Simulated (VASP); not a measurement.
# Pb (Lead): cell size and functional

Aim: relax Pb (Lead) at several levels of theory and compare the cells. The starting structure is a measured crystal structure from the Crystallography Open Database.

Main program and level: VASP 6.6.1; Kohn-Sham DFT with plane waves and PAW; PBEsol, LDA, PBE, PBEsol + D3(BJ), r2SCAN, r2SCAN + rVV10, rev-vdW-DF2 and AM05.

## Step 1: The starting structure

The structure is cubic, space group Fm-3m (No. 225). Conventional cell: a = 4.950 Å, b = 4.950 Å, c = 4.950 Å, α = 90.00°, β = 90.00°, γ = 90.00°. Pb has 12 Pb at 3.50 Å nearest.

As a file:

```
Pb
1.0
     0.00000    2.47525    2.47525
     2.47525    0.00000    2.47525
     2.47525    2.47525    0.00000
Pb
1
Cartesian
  0.0000 0.0000 0.0000
```

## Step 2: Relaxation with PBEsol

PBEsol restores the gradient expansion of exchange and is tuned for the cells of solids.

Contents of INCAR:

```
SYSTEM = Pb
PREC = Accurate
ENCUT = 450
EDIFF = 1E-06
NELM = 100
ISMEAR = 1
SIGMA = 0.1
LREAL = .FALSE.
ALGO = Normal
GGA = PS
NBANDS = 13
LORBIT = 11
LWAVE = .FALSE.
LCHARG = .FALSE.
KPAR = 2
IBRION = 2
NSW = 50
ISIF = 3
EDIFFG = -0.01
```

Contents of POSCAR:

```
Pb
1.0
    0.0000000000      2.4752500000      2.4752500000
    2.4752500000      0.0000000000      2.4752500000
    2.4752500000      2.4752500000      0.0000000000
Pb
1
Direct
    0.0000000000      0.0000000000      0.0000000000
```

Contents of KPOINTS:

```
Automatic mesh
0
Gamma
10 10 10
0 0 0
```

PAW data sets: Pb_d (PBE family, release 64).

The run is started by

```sh
mpirun -np 2 vasp_std
```

Log:

```text
[banner, memory and clock lines left out]
running    2 mpi-ranks, on    1 nodes
 distrk:  each k-point on    1 cores,    2 groups
 distr:  one band on    1 cores,    1 groups

 POSCAR found type information on POSCAR Pb
 POSCAR found :  1 types and       1 ions
|                                                                             |
|               ----> ADVICE to this user running VASP <----                  |
|                                                                             |
|     You enforced a specific xc type in the INCAR file but a different       |
|     [... a line on the potential file left out ...]
|     I HOPE YOU KNOW WHAT YOU ARE DOING!                                     |
|                                                                             |

 LDA part: xc-table for (Slater+PW92), standard interpolation
 POSCAR, INCAR and KPOINTS ok, starting setup
 FFT: planning ... GRIDC
 FFT: planning ... GRID_SOFT
 FFT: planning ... GRID
 WAVECAR not read
 entering main loop
       N       E                     dE             d eps       ncg     rms          rms(c)
DAV:   1     0.972672478284E+02    0.97267E+02   -0.66429E+03  1263   0.114E+03
DAV:   2     0.702180914169E+00   -0.96565E+02   -0.93111E+02  1292   0.285E+02
DAV:   3    -0.390718324098E+01   -0.46094E+01   -0.45976E+01  1531   0.683E+01
DAV:   4    -0.401007656490E+01   -0.10289E+00   -0.10287E+00  1508   0.109E+01
DAV:   5    -0.401470350447E+01   -0.46269E-02   -0.46268E-02  1755   0.216E+00    0.586E-01
DAV:   6    -0.400062048812E+01    0.14083E-01   -0.18315E-02  1562   0.243E+00    0.278E-01
DAV:   7    -0.399723348678E+01    0.33870E-02   -0.73874E-03  1602   0.141E+00    0.946E-02
DAV:   8    -0.399702359190E+01    0.20989E-03   -0.41556E-04  1854   0.340E-01    0.937E-03
DAV:   9    -0.399702256781E+01    0.10241E-05   -0.68434E-06  1596   0.467E-02    0.440E-03
DAV:  10    -0.399702242132E+01    0.14649E-06   -0.56293E-07  1011   0.109E-02
   1 F= -.39970224E+01 E0= -.39965829E+01  d E =-.399702E+01
 curvature:   0.00 expect dE= 0.000E+00 dE for cont linesearch  0.000E+00
 trial: gam= 0.00000 g(F)=  0.117E-63 g(S)=  0.326E-02 ort = 0.000E+00 (trialstep = 0.100E+01)
 search vector abs. value=  0.326E-02
 bond charge predicted
       N       E                     dE             d eps       ncg     rms          rms(c)
DAV:   1    -0.407949676858E+01   -0.82474E-01   -0.21228E+00  1557   0.286E+01    0.149E+00
DAV:   2    -0.400801904989E+01    0.71478E-01   -0.12532E-01  1462   0.735E+00    0.520E-01
DAV:   3    -0.399814399437E+01    0.98751E-02   -0.35062E-02  1706   0.364E+00    0.414E-02
DAV:   4    -0.399817287679E+01   -0.28882E-04   -0.59278E-04  1412   0.241E-01    0.235E-02
DAV:   5    -0.399822794906E+01   -0.55072E-04   -0.20714E-04  1487   0.109E-01    0.114E-02
DAV:   6    -0.399822324833E+01    0.47007E-05   -0.10069E-05  1527   0.479E-02    0.160E-03
DAV:   7    -0.399822253103E+01    0.71730E-06   -0.61859E-07  1292   0.659E-03
   2 F= -.39982225E+01 E0= -.39978819E+01  d E =-.120011E-02
 trial-energy change:   -0.001200  1 .order   -0.001153   -0.003262    0.000956
 step:   0.7847(harm=  0.7733)  dis= 0.00000  next Energy=    -3.998325 (dE=-0.130E-02)
 bond charge predicted
       N       E                     dE             d eps       ncg     rms          rms(c)
DAV:   1    -0.400206056253E+01   -0.38373E-02   -0.10100E-01  1542   0.644E+00    0.319E-01
DAV:   2    -0.399878763532E+01    0.32729E-02   -0.58810E-03  1472   0.156E+00    0.112E-01
DAV:   3    -0.399832036651E+01    0.46727E-03   -0.16853E-03  1689   0.788E-01    0.916E-03
DAV:   4    -0.399831870598E+01    0.16605E-05   -0.28711E-05  1432   0.545E-02    0.513E-03
DAV:   5    -0.399831751478E+01    0.11912E-05   -0.10148E-05  1442   0.256E-02    0.269E-03
DAV:   6    -0.399831744208E+01    0.72696E-07   -0.57932E-07   931   0.133E-02
   3 F= -.39983174E+01 E0= -.39979638E+01  d E =-.129502E-02
 curvature:  -0.39 expect dE=-0.147E-07 dE for cont linesearch -0.147E-07
 trial: gam= 0.00000 g(F)=  0.123E-61 g(S)=  0.382E-07 ort =-0.112E-04 (trialstep = 0.957E+00)
 search vector abs. value=  0.383E-07
 reached required accuracy - stopping structural energy minimisation
```

Run time: 8.2 s. Hardware: 2 MPI ranks of Intel Xeon Platinum 8488C (Sapphire Rapids), shared host; peak memory 0.27 GiB.

The logs omit lines about the potential files and the build; timing stands in the text.

OUTCAR, selected parts (step 2):

```text
ion  position               nearest neighbor table
   1  0.000  0.000  0.000-

  LATTYP: Found a face centered cubic cell.
 ALAT       =     4.9505000000

 Subroutine GETGRP returns: Found 48 space group operations
 (whereof 48 operations were pure point group operations)

The static configuration has the point symmetry O_h .

 Found     47 irreducible k-points:

   k-points           NKPTS =     47   k-points in BZ     NKDIM =     47   number of bands    NBANDS=     13

   dimension x,y,z NGX =    24 NGY =   24 NGZ =   24
   dimension x,y,z NGXF=    48 NGYF=   48 NGZF=   48

   ENCUT  =  450.0 eV  33.07 Ry    5.75 a.u.   6.05  6.05  6.05*2*pi/ulx,y,z

   NELECT =      14.0000    total number of electrons

 k-points in reciprocal lattice and weights: Automatic mesh
   0.00000000  0.00000000  0.00000000       0.001
   0.10000000  0.00000000  0.00000000       0.008
   0.20000000  0.00000000  0.00000000       0.008
   0.30000000  0.00000000  0.00000000       0.008
   0.40000000  0.00000000  0.00000000       0.008
   0.50000000  0.00000000  0.00000000       0.004
   0.10000000  0.10000000  0.00000000       0.006
   0.20000000  0.10000000  0.00000000       0.024
   0.30000000  0.10000000  0.00000000       0.024
[...]
-0.30000000  0.40000000  0.20000000       0.024
  -0.30000000  0.50000000  0.20000000       0.012

 average (electrostatic) potential at core
       1 -89.9091

 E-fermi :   7.3504

 k-point     1 :       0.0000    0.0000    0.0000
  band No.  band energies     occupation
    ...
      2      -9.7178      2.00000
      3      -9.7178      2.00000
      4      -9.5688      2.00000
      5      -9.5688      2.00000
      6      -4.5963      2.00000
      7      14.8322      0.00000
      8      14.8322      0.00000
      9      14.8322      0.00000
     10      17.0636      0.00000
     11      18.8201      0.00000
    ...

 k-point     2 :       0.1000    0.0000    0.0000
  band No.  band energies     occupation
    ...
      2      -9.7033      2.00000
      3      -9.7033      2.00000
      4      -9.5693      2.00000
      5      -9.5693      2.00000
      6      -4.4001      2.00000
      7      12.7691      0.00000
      8      14.5947      0.00000
      9      14.5947      0.00000
     10      16.7381      0.00000
     11      19.6348      0.00000
    ...

 k-point     3 :       0.2000    0.0000    0.0000
  band No.  band energies     occupation
    ...
      2      -9.6813      2.00000
      3      -9.6813      2.00000
      4      -9.5539      2.00000
      5      -9.5539      2.00000
      6      -3.8112      2.00000
      7       9.5903      0.00000
      8      14.0624      0.00000
      9      14.0624      0.00000
     10      16.4245      0.00000
     11      19.5220      0.00000
    ...

  Total        0.0005139      0.0005139      0.0005139      0.0000000      0.0000000     -0.0000000
  in kB        0.0276139      0.0276139      0.0276139      0.0000000      0.0000000     -0.0000000
  external PRESSURE =       0.0276139 kB  Pullay stress =       0.0000000 kB

  energy-cutoff  :      450.00
  volume of cell :       29.82
      direct lattice vectors                 reciprocal lattice vectors
     0.000000000  2.461183089  2.461183089    -0.203154329  0.203154329  0.203154329
     2.461183089  0.000000000  2.461183089     0.203154329 -0.203154329  0.203154329
     2.461183089  2.461183089 -0.000000000     0.203154329  0.203154329 -0.203154329

 POSITION                                       TOTAL-FORCE (eV/Angst)
 -----------------------------------------------------------------------------------
      0.00000      0.00000      0.00000        -0.000000      0.000000     -0.000000
 -----------------------------------------------------------------------------------
    total drift:                               -0.000000      0.000000      0.000000

  FREE ENERGIE OF THE ION-ELECTRON SYSTEM (eV)
  ---------------------------------------------------
  free  energy   TOTEN  =        -3.9983174421 eV

  energy  without entropy=       -3.9972564322  energy(sigma->0) =       -3.99796377

 reached required accuracy - stopping structural energy minimisation

 total charge
# of ion       s       p       d       tot
------------------------------------------
    1        1.388   0.751   9.809  11.948

[... 3 further parts left out ...]
```

CONTCAR:

```
Pb
   1.00000000000000
     0.0000000000000000    2.4611830889438360    2.4611830889438360
     2.4611830889438360    0.0000000000000000    2.4611830889438360
     2.4611830889438360    2.4611830889438360   -0.0000000000000000
  Pb
     1
Direct
     0.0000000000000000    0.0000000000000000    0.0000000000000000
```

The run shows no gap at this level; if that holds and bands cross the Fermi level widely, this k-mesh is coarse for it. The PAW data sets were made with PBE, which is usual practice but a small mismatch for other functionals. The run keeps the 48 symmetry operations of its start, so it cannot find a distortion of lower symmetry.

With PBEsol the relaxed cell holds 29.817 Å³ an atom, -1.70 % against the measured cell, with a = 4.922 Å.

## Step 3: Relaxation with LDA

LDA, the lowest rung, knows the local density alone. This run starts from the cell of an earlier relaxation, which isn't shown; the restart sets up the plane waves anew.

INCAR, as its differences from that of step 2:

```diff
@@ -9,3 +9,3 @@
 ALGO = Normal
-GGA = PS
+GGA = CA
 NBANDS = 13
```

Contents of POSCAR:

```
Pb
1.0
    0.0000000000      2.4373130257      2.4373130257
    2.4373130257      0.0000000000      2.4373130257
    2.4373130257      2.4373130257      0.0000000000
Pb
1
Direct
    0.0000000000      0.0000000000      0.0000000000
```

KPOINTS is that of step 2.

PAW data sets: Pb_d (LDA family, release 64).

The run is started by

```sh
mpirun -np 2 vasp_std
```

Log:

```text
[banner, memory and clock lines left out]
running    2 mpi-ranks, on    1 nodes
[...]
LDA part: xc-table for (Slater(with rela. corr.)+CA(PZ))
 , standard interpolation
 POSCAR, INCAR and KPOINTS ok, starting setup
[...]
entering main loop
       N       E                     dE             d eps       ncg     rms          rms(c)
DAV:   1     0.101434817044E+03    0.10143E+03   -0.66688E+03  1247   0.115E+03
DAV:   2     0.454084079326E+00   -0.10098E+03   -0.97891E+02  1287   0.296E+02
DAV:   3    -0.416111043474E+01   -0.46152E+01   -0.45940E+01  1505   0.690E+01
DAV:   4    -0.426656587840E+01   -0.10546E+00   -0.10544E+00  1490   0.112E+01
[...]
DAV:   8    -0.425439987902E+01    0.29257E-03   -0.37949E-04  1779   0.336E-01    0.884E-03
DAV:   9    -0.425439860319E+01    0.12758E-05   -0.89051E-06  1625   0.527E-02    0.380E-03
DAV:  10    -0.425439874407E+01   -0.14088E-06   -0.32656E-07  1016   0.739E-03
   1 F= -.42543987E+01 E0= -.42540399E+01  d E =-.425440E+01
[...]
reached required accuracy - stopping structural energy minimisation
```

It took 8.4 s on 2 MPI ranks; peak memory 0.24 GiB.

OUTCAR, selected parts (step 3):

```text
  Total        0.0033605      0.0033605      0.0033605      0.0000000      0.0000000      0.0000000
  in kB        0.1859323      0.1859323      0.1859323      0.0000000      0.0000000      0.0000000
  external PRESSURE =       0.1859323 kB  Pullay stress =       0.0000000 kB

 POSITION                                       TOTAL-FORCE (eV/Angst)
 -----------------------------------------------------------------------------------
      0.00000      0.00000      0.00000         0.000000      0.000000      0.000000
 -----------------------------------------------------------------------------------
    total drift:                               -0.000000      0.000000     -0.000000

  FREE ENERGIE OF THE ION-ELECTRON SYSTEM (eV)
  ---------------------------------------------------
  free  energy   TOTEN  =        -4.2543987441 eV

  energy  without entropy=       -4.2533221472  energy(sigma->0) =       -4.25403988

[... 2 parts as in an earlier step ...]

[... 2 further parts left out ...]
[key lines of the parts left out:]
E-fermi :   7.6042
```

With LDA the relaxed cell holds 28.958 Å³ an atom, -4.53 % against the measured cell, with a = 4.875 Å. That is -2.88 % from PBEsol.

## Step 4: Relaxation with PBE

PBE, the usual starting point, adds the gradient of the density. This run starts from the cell of an earlier relaxation, which isn't shown; the restart sets up the plane waves anew.

INCAR, as its differences from that of step 3:

```diff
@@ -9,3 +9,3 @@
 ALGO = Normal
-GGA = CA
+GGA = PE
 NBANDS = 13
```

Contents of POSCAR:

```
Pb
1.0
    0.0000000000      2.5166004670      2.5166004670
    2.5166004670      0.0000000000      2.5166004670
    2.5166004670      2.5166004670      0.0000000000
Pb
1
Direct
    0.0000000000      0.0000000000      0.0000000000
```

KPOINTS is that of step 3.

PAW data sets: Pb_d (PBE family, release 64).

The run is started by

```sh
mpirun -np 2 vasp_std
```

Log:

```text
[banner, memory and clock lines left out]
running    2 mpi-ranks, on    1 nodes
[...]
LDA part: xc-table for (Slater+PW92), standard interpolation
 POSCAR, INCAR and KPOINTS ok, starting setup
[...]
entering main loop
       N       E                     dE             d eps       ncg     rms          rms(c)
DAV:   1     0.104183840311E+03    0.10418E+03   -0.65555E+03  1232   0.110E+03
DAV:   2     0.151572470086E+01   -0.10267E+03   -0.99934E+02  1277   0.298E+02
DAV:   3    -0.345306861831E+01   -0.49688E+01   -0.49560E+01  1512   0.723E+01
DAV:   4    -0.356526247121E+01   -0.11219E+00   -0.11216E+00  1486   0.116E+01
[...]
DAV:   8    -0.356022235991E+01    0.18003E-05   -0.41538E-04  1553   0.323E-01    0.101E-02
DAV:   9    -0.356022089588E+01    0.14640E-05   -0.10663E-05  1749   0.538E-02    0.466E-03
DAV:  10    -0.356022037742E+01    0.51846E-06   -0.11247E-06  1338   0.113E-02
   1 F= -.35602204E+01 E0= -.35597646E+01  d E =-.356022E+01
[...]
reached required accuracy - stopping structural energy minimisation
```

Run time: 10 s. Hardware: 2 MPI ranks; peak memory 0.29 GiB; 15 s of CPU time.

From OUTCAR (step 4):

```text
  Total        0.0032682      0.0032682      0.0032682      0.0000000      0.0000000     -0.0000000
  in kB        0.1642651      0.1642651      0.1642651      0.0000000      0.0000000     -0.0000000
  external PRESSURE =       0.1642651 kB  Pullay stress =       0.0000000 kB

 POSITION                                       TOTAL-FORCE (eV/Angst)
 -----------------------------------------------------------------------------------
      0.00000      0.00000      0.00000         0.000000      0.000000      0.000000
 -----------------------------------------------------------------------------------
    total drift:                               -0.000000     -0.000000     -0.000000

  FREE ENERGIE OF THE ION-ELECTRON SYSTEM (eV)
  ---------------------------------------------------
  free  energy   TOTEN  =        -3.5602203774 eV

  energy  without entropy=       -3.5588531566  energy(sigma->0) =       -3.55976464

[... 2 parts as in an earlier step ...]

[... 2 further parts left out ...]
[key lines of the parts left out:]
E-fermi :   6.7731
```

With PBE the relaxed cell holds 31.877 Å³ an atom, +5.10 % against the measured cell, with a = 5.033 Å. That is +6.91 % from PBEsol.

## Step 5: Relaxation with PBEsol + D3(BJ)

D3 with Becke-Johnson damping keeps a finite attraction at short range. This run starts from the cell of an earlier relaxation, which isn't shown; the restart sets up the plane waves anew.

INCAR, as its differences from that of step 4:

```diff
@@ -9,3 +9,4 @@
 ALGO = Normal
-GGA = PE
+GGA = PS
+IVDW = 12
 NBANDS = 13
```

Contents of POSCAR:

```
Pb
1.0
    0.0000000000      2.4210059192      2.4210059192
    2.4210059192      0.0000000000      2.4210059192
    2.4210059192      2.4210059192      0.0000000000
Pb
1
Direct
    0.0000000000      0.0000000000      0.0000000000
```

KPOINTS is that of step 4.

The run is started by

```sh
mpirun -np 2 vasp_std
```

Log:

```text
[banner, memory and clock lines left out]
running    2 mpi-ranks, on    1 nodes
[...]
[... a notice as in an earlier step ...]

 LDA part: xc-table for (Slater+PW92), standard interpolation
 POSCAR, INCAR and KPOINTS ok, starting setup
[...]
entering main loop
       N       E                     dE             d eps       ncg     rms          rms(c)
DAV:   1     0.100941302580E+03    0.10094E+03   -0.66182E+03  1222   0.115E+03
DAV:   2     0.578068159181E+00   -0.10036E+03   -0.97338E+02  1277   0.298E+02
DAV:   3    -0.390944273461E+01   -0.44875E+01   -0.44764E+01  1533   0.700E+01
DAV:   4    -0.400266230059E+01   -0.93220E-01   -0.93196E-01  1504   0.105E+01
[...]
DAV:   8    -0.398617877270E+01    0.29428E-03   -0.44214E-04  1920   0.347E-01    0.885E-03
DAV:   9    -0.398617697586E+01    0.17968E-05   -0.60740E-06  1589   0.456E-02    0.440E-03
DAV:  10    -0.398617657654E+01    0.39932E-06   -0.41161E-07  1036   0.682E-03
   1 F= -.44590519E+01 E0= -.44586306E+01  d E =-.445905E+01
[...]
reached required accuracy - stopping structural energy minimisation
```

Wall time 6.8 s (2 MPI ranks); peak memory 0.28 GiB; 8.3 s of CPU time.

From OUTCAR (step 5):

```text
 Edisp (eV)   -0.47288

  Total       0.00482     0.00482     0.00482    -0.00000     0.00000     0.00000
  in kB       0.27189     0.27189     0.27189    -0.00000     0.00000     0.00000
  external pressure =        0.27 kB  Pullay stress =        0.00 kB

 POSITION                                       TOTAL-FORCE (eV/Angst)
 -----------------------------------------------------------------------------------
      0.00000      0.00000      0.00000         0.000000      0.000000      0.000000
 -----------------------------------------------------------------------------------
    total drift:                               -0.000000      0.000000      0.000000

  FREE ENERGIE OF THE ION-ELECTRON SYSTEM (eV)
  ---------------------------------------------------
  free  energy   TOTEN  =        -4.4590518731 eV

  energy  without entropy=       -4.4577880284  energy(sigma->0) =       -4.45863059

[... 2 parts as in an earlier step ...]

[... 2 further parts left out ...]
[key lines of the parts left out:]
E-fermi :   7.9276
```

With PBEsol + D3(BJ) the relaxed cell holds 28.380 Å³ an atom, -6.43 % against the measured cell, with a = 4.842 Å. That is -4.82 % from PBEsol.

(Part 1 of 2 ends here.)

[Lines on the potential files, build, host, timing and source positions are cut from VASP's logs without a mark.]

[Logs are printed without paths, hosts, clocks, repeated set-up lines and the standing remarks that a program may print on its own settings, such as how far it seeks lower states.]

[Hosts, paths, dates, database ids (printed as entryN), source tags and the programs' standing remarks are cut or masked in the printed files.]
